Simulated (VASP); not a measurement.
Output of a VASP run:

OSZICAR:
```
       N       E                     dE             d eps       ncg     rms          rms(c)
DAV:   1     0.769923662354E+02    0.76992E+02   -0.70074E+03   384   0.113E+03
DAV:   2    -0.205794926047E+02   -0.97572E+02   -0.91790E+02   456   0.267E+02
DAV:   3    -0.267111433876E+02   -0.61317E+01   -0.61069E+01   500   0.621E+01
DAV:   4    -0.270151580629E+02   -0.30401E+00   -0.30329E+00   680   0.114E+01
DAV:   5    -0.270170013729E+02   -0.18433E-02   -0.18432E-02   492   0.106E+00    0.294E+00
DAV:   6    -0.236348412170E+02    0.33822E+01   -0.14104E+00   616   0.122E+01    0.198E+00
DAV:   7    -0.230460485106E+02    0.58879E+00   -0.37136E-01   736   0.632E+00    0.606E-01
DAV:   8    -0.237670917244E+02   -0.72104E+00   -0.35403E-01   432   0.545E+00    0.582E-01
DAV:   9    -0.232008471216E+02    0.56624E+00   -0.18735E-01   400   0.470E+00    0.383E-01
DAV:  10    -0.232302022055E+02   -0.29355E-01   -0.32842E-02   424   0.229E+00    0.186E-01
DAV:  11    -0.232381287374E+02   -0.79265E-02   -0.34007E-02   400   0.203E+00    0.107E-01
DAV:  12    -0.232467587475E+02   -0.86300E-02   -0.48993E-03   400   0.794E-01    0.878E-02
DAV:  13    -0.232478231122E+02   -0.10644E-02   -0.70480E-04   496   0.318E-01    0.257E-02
DAV:  14    -0.232477335405E+02    0.89572E-04   -0.81261E-05   440   0.117E-01    0.132E-02
DAV:  15    -0.232477373486E+02   -0.38081E-05   -0.31756E-06   520   0.186E-02    0.166E-02
DAV:  16    -0.232478000329E+02   -0.62684E-04   -0.13018E-05   440   0.475E-02    0.612E-03
DAV:  17    -0.232478352998E+02   -0.35267E-04   -0.18249E-05   400   0.520E-02    0.332E-03
DAV:  18    -0.232478364764E+02   -0.11766E-05   -0.81669E-07   320   0.125E-02    0.231E-03
DAV:  19    -0.232478369731E+02   -0.49667E-06   -0.13593E-06   308   0.156E-02
   1 F= -.23247837E+02 E0= -.23247837E+02  d E =-.232478E+02
       N       E                     dE             d eps       ncg     rms          rms(c)
DAV:   1    -0.232482414184E+02   -0.40494E-03   -0.99089E-03   416   0.105E+00    0.109E-01
DAV:   2    -0.232479593486E+02    0.28207E-03   -0.71795E-04   560   0.260E-01    0.529E-02
DAV:   3    -0.232478801303E+02    0.79218E-04   -0.34015E-04   664   0.164E-01    0.231E-02
DAV:   4    -0.232478829846E+02   -0.28543E-05   -0.94957E-06   412   0.336E-02    0.132E-02
DAV:   5    -0.232478599479E+02    0.23037E-04   -0.22111E-05   448   0.621E-02    0.190E-03
DAV:   6    -0.232478757482E+02   -0.15800E-04   -0.33842E-05   400   0.791E-02    0.191E-03
DAV:   7    -0.232478756562E+02    0.91984E-07   -0.82200E-06   400   0.389E-02
   2 F= -.23247876E+02 E0= -.23247876E+02  d E =-.386832E-04
```

### OUTCAR
```
------------------------ aborting loop because EDIFF is reached ----------------------------------------
  FORCE on cell =-STRESS in cart. coord.  units (eV):
  Direction    XX          YY          ZZ          XY          YZ          ZX
  --------------------------------------------------------------------------------------
  Total        0.0095988      0.0095988      0.0095988      0.0000000      0.0000000     -0.0000000
  in kB        0.2135202      0.2135202      0.2135202      0.0000000      0.0000000     -0.0000000
  external PRESSURE =       0.2135202 kB  Pullay stress =       0.0000000 kB
  volume of cell :       72.03
      direct lattice vectors                 reciprocal lattice vectors
     0.000000000  3.302328228  3.302328228    -0.151408329  0.151408329  0.151408329
     3.302328228 -0.000000000  3.302328228     0.151408329 -0.151408329  0.151408329
     3.302328228  3.302328228  0.000000000     0.151408329  0.151408329 -0.151408329
  FREE ENERGIE OF THE ION-ELECTRON SYSTEM (eV)
  ---------------------------------------------------
  free  energy   TOTEN  =       -23.2478756562 eV

  energy  without entropy=      -23.2478756562  energy(sigma->0) =      -23.24787566

 reached required accuracy - stopping structural energy minimisation
```
(Selected blocks of OUTCAR.)

**POSCAR**
```
KBr
1
    0.0000000000     3.3000000000     3.3000000000
    3.3000000000     0.0000000000     3.3000000000
    3.3000000000     3.3000000000     0.0000000000
K Br
1 1
Direct
  0.0000000000   0.0000000000   0.0000000000
  0.5000000000   0.5000000000   0.5000000000
```

Problem. Reconstruct the remaining input files.

Solution. One answer among several that fit: the input of the run itself, r2SCAN meta-GGA, plane waves, VASP's PBE PAW potentials (set 64).

INCAR:
```
ALGO = Normal
EDIFF = 1E-6
EDIFFG = -0.01
ENCUT = 480
IBRION = 2
ISIF = 3
ISMEAR = 0
LASPH = .TRUE.
LCHARG = .FALSE.
LMAXMIX = 4
LMIXTAU = .TRUE.
LREAL = .FALSE.
LWAVE = .FALSE.
METAGGA = R2SCAN
NELM = 100
NSW = 60
PREC = Accurate
SIGMA = 0.05
SYSTEM = KBr
```

**KPOINTS**
```
Automatic
0
gamma
6 6 6
```

POTCAR, in this order: K_sv Br (PBE.64 set). Program: vasp_std.

The compound is KBr in the rock salt structure. This run relaxes it. Symmetry was kept, so distortions that lower it aren't found.
